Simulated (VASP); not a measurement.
Computed with r2SCAN meta-GGA, VASP's PBE PAW potentials (set 64) (plane waves; VASP).

VASP input:

**INCAR**
```
MAGMOM  =  2
LMAXMIX  =  4   # l cut-off of mixed one-centre charges
LWAVE  =  .FALSE.
ENCUT  =  520
ISMEAR  =  0
LORBIT  =  10
LREAL  =  .FALSE.   # projection in real space or not
EDIFF  =  1E-6   # SCF stop (eV)
METAGGA  =  R2SCAN
LCHARG  =  .FALSE.
ALGO  =  All   # all-band CG
PREC  =  Normal
ISPIN  =  2   # spin-polarised
SIGMA  =  0.01   # width (eV)
NELM  =  200
LMIXTAU  =  .TRUE.
LASPH  =  .TRUE.   # aspherical one-centre terms
ISYM  =  0
NUPDOWN  =  2
SYSTEM  =  Se atom
```

### KPOINTS
```
kpoints
0
Gamma
  1 1 1
0 0 0
```

**POSCAR**
```
Se atom
12.0
  1.0000000000   0.0000000000   0.0000000000
  0.0000000000   1.0416666667   0.0000000000
  0.0000000000   0.0000000000   1.0833333333
Se
1
Direct
  0.0000000000   0.0000000000   0.0000000000
```

POTCAR, in this order: Se (PBE.64 set). Program: vasp_gam. Read from the step before: WAVECAR.

Output

File OUTCAR:
```
 ion  position               nearest neighbor table
   1  0.000  0.000  0.000-
 Subroutine IBZKPT returns following result:
 Found      1 irreducible k-points:

 Following reciprocal coordinates:
            Coordinates               Weight
  0.000000  0.000000  0.000000      1.000000
   k-points           NKPTS =      1   k-points in BZ     NKDIM =      1   number of bands    NBANDS=      8
   number of dos      NEDOS =    301   number of ions     NIONS =      1
   total plane-waves  NPLWV = 392000
   dimension x,y,z NGX =    70 NGY =   70 NGZ =   80
   dimension x,y,z NGXF=   140 NGYF=  140 NGZF=  160
   ions per type =               1
   PREC   = normal    normal or accurate (medium, high low for compatibility)
   ISTART =      1    job   : 0-new  1-cont  2-samecut
   ICHARG =      0    charge: 1-file 2-atom 10-const
   ISPIN  =      2    spin polarized calculation?
   LNONCOLLINEAR =      F non collinear calculations
   LSORBIT =      F    spin-orbit coupling
   INIWAV =      1    electr: 0-lowe 1-rand  2-diag
   ENCUT  =  520.0 eV  38.22 Ry    6.18 a.u.  22.31 23.24 24.17*2*pi/ulx,y,z
   NELM   =    200;   NELMIN=  2; NELMDL=  0     # of ELM steps
   EDIFF  = 0.1E-05   stopping-criterion for ELM
   LREAL  =      F    real-space projection
...
```

OSZICAR:
```
       N       E                     dE             d eps       ncg     rms           ort
SDA:   1    -0.113848758490E+02   -0.11385E+02    0.00000E+00     8   0.436E-01   0.000E+00
CGA:   2    -0.113982178568E+02   -0.13342E-01   -0.13302E-01     8   0.708E-01   0.574E-03
SDA:   3    -0.115349703746E+02   -0.13675E+00   -0.13744E+00     8   0.242E+01   0.969E-02
CGA:   4    -0.116995611348E+02   -0.16459E+00   -0.34302E+00     8   0.170E+00   0.235E+00
CGA:   5    -0.117685369625E+02   -0.68976E-01   -0.69068E-01     8   0.361E-01  -0.479E-03
CGA:   6    -0.117812970230E+02   -0.12760E-01   -0.12706E-01     8   0.107E-01   0.401E-03
CGA:   7    -0.117846802995E+02   -0.33833E-02   -0.33907E-02     8   0.211E-02  -0.842E-04
CGA:   8    -0.117854051659E+02   -0.72487E-03   -0.72515E-03     8   0.471E-03  -0.178E-05
CGA:   9    -0.117855680155E+02   -0.16285E-03   -0.16263E-03     8   0.975E-04   0.214E-05
CGA:  10    -0.117856032528E+02   -0.35237E-04   -0.35227E-04     8   0.221E-04   0.109E-07
CGA:  11    -0.117856113945E+02   -0.81417E-05   -0.82676E-05     8   0.593E-05  -0.148E-05
CGA:  12    -0.117856133360E+02   -0.19415E-05   -0.19297E-05     8   0.135E-05  -0.220E-07
SDA:  13    -0.117856137046E+02   -0.36865E-06   -0.37465E-06     8   0.311E-06   0.351E-06
   1 F= -.11785614E+02 E0= -.11785614E+02  d E =-.818906E-24  mag=     2.0000
```

OUTCAR:
```
------------------------ aborting loop because EDIFF is reached ----------------------------------------
  FORCE on cell =-STRESS in cart. coord.  units (eV):
  Direction    XX          YY          ZZ          XY          YZ          ZX
  --------------------------------------------------------------------------------------
  Total       -0.0012414     -0.0010023     -0.0011674     -0.0000946     -0.0002887     -0.0002172
  in kB       -0.0010200     -0.0008235     -0.0009592     -0.0000777     -0.0002372     -0.0001785
  external PRESSURE =      -0.0009342 kB  Pullay stress =       0.0000000 kB
  volume of cell :     1950.00
      direct lattice vectors                 reciprocal lattice vectors
    12.000000000  0.000000000  0.000000000     0.083333333  0.000000000  0.000000000
     0.000000000 12.500000000  0.000000000     0.000000000  0.080000000  0.000000000
     0.000000000  0.000000000 13.000000000     0.000000000  0.000000000  0.076923077
 POSITION                                       TOTAL-FORCE (eV/Angst)
 -----------------------------------------------------------------------------------
      0.00000      0.00000      0.00000         0.000000     -0.000000      0.000000
 -----------------------------------------------------------------------------------
    total drift:                                0.000000     -0.000000      0.000000
  FREE ENERGIE OF THE ION-ELECTRON SYSTEM (eV)
  ---------------------------------------------------
  free  energy   TOTEN  =       -11.7856137046 eV

  energy  without entropy=      -11.7856137046  energy(sigma->0) =      -11.78561370

 total charge

# of ion       s       p       d       tot
------------------------------------------
    1        1.498   2.117   0.001   3.616

 magnetization (x)

# of ion       s       p       d       tot
------------------------------------------
    1        0.015   1.105   0.001   1.120
```
(Selected blocks of OUTCAR.)

### OUTCAR
```
 val. band max:       -5.8884494874   @ k =   0.0000   0.0000   0.0000

 cond. band min:      -4.8035380603   @ k =   0.0000   0.0000   0.0000


 Fermi energy:        -6.4338020897

 spin component 1

 k-point     1 :       0.0000    0.0000    0.0000
  band No.  band energies     occupation
      1     -18.6990      1.00000
      2      -7.8863      1.00000
      3      -7.8863      1.00000
      4      -6.5048      1.00000
      5      -0.0883      0.00000
      6       0.7844      0.00000
      7       0.9179      0.00000
      8       0.9662      0.00000

 Fermi energy:        -5.7843785839

 spin component 2

 k-point     1 :       0.0000    0.0000    0.0000
  band No.  band energies     occupation
      1     -16.2727      1.00000
      2      -5.8884      1.00000
      3      -4.8035      0.00000
      4      -4.8035      0.00000
      5       0.2483      0.00000
      6       1.0637      0.00000
      7       1.2186      0.00000
      8       1.2497      0.00000
```

The atom may not be in its lowest state.

The cell is a free atom in a box.
